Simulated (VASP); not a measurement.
Data:

```xyz
1
Lattice="0.0000 2.0253 2.0253 2.0253 0.0000 2.0253 2.0253 2.0253 0.0000" Properties=species:S:1:pos:R:3 pbc="T T T"
Ag     0.0000     0.0000     0.0000
```

The numbers are results of PBEsol GGA, VASP's PBE PAW potentials (set 64) (plane waves; VASP), not measurements. Settings: 500 eV cut-off, 15×15×15 Γ-centred mesh, first-order Methfessel-Paxton smearing of 0.10 eV, potentials Ag.

Energy and stress use the plane-wave basis of the starting cell.

### Question
The ions, cell shape and volume at an external pressure of 5.0 GPa are relaxed. Predict the relaxed structure.

### Answer

```xyz
1
Lattice="0.0000 1.9997 1.9997 1.9997 0.0000 1.9997 1.9997 1.9997 0.0000" Properties=species:S:1:pos:R:3 pbc="T T T"
Ag     0.0000     0.0000     0.0000
```
Space group Fm-3m (225), at a tolerance of 0.03 Å.

### Question
How do energy and volume change from the first to the last step?

### Answer
The energy (σ→0) changes by +9.3 meV/atom and the volume by -3.7 %, in 3 ionic steps.

The compound is Ag in the fcc structure. This run relaxes it under an external pressure of 5 GPa. Symmetry was kept, so distortions that lower it aren't found.
